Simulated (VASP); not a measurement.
Input:

```
AlO4P
1.0
   -2.50440     2.50440     3.68059
    2.50440    -2.50440     3.68059
    2.50440     2.50440    -3.68059
Al P O
1 1 4
Direct
  0.00000   0.00000   0.00000
  0.75000   0.25000   0.50000
  0.96187   0.59866   0.82503
  0.40134   0.22637   0.36321
  0.77363   0.13684   0.17497
  0.86316   0.03813   0.63679
```

Method: LDA (Ceperley-Alder, Perdew-Zunger), VASP's LDA PAW potentials (set 64) (plane waves; VASP 6.6.1). Settings: 520 eV cut-off, 7×7×7 Γ-centred mesh, tetrahedra with Blöchl corrections, potentials Al P O.

Predict the energy per atom (σ→0), band gap (on the k-mesh) with the smallest direct gap where there is one.

- band gap (on the k-mesh): 5.66 eV
- smallest direct gap (on the k-mesh): 5.66 eV
- energy per atom (σ→0): -8.210 eV/atom

Only differences to runs with the same potentials and settings are physical.

The structure comes from a computed database's AlPO4 entry (I-4); how it stands against other phases isn't given here. It was relaxed first.
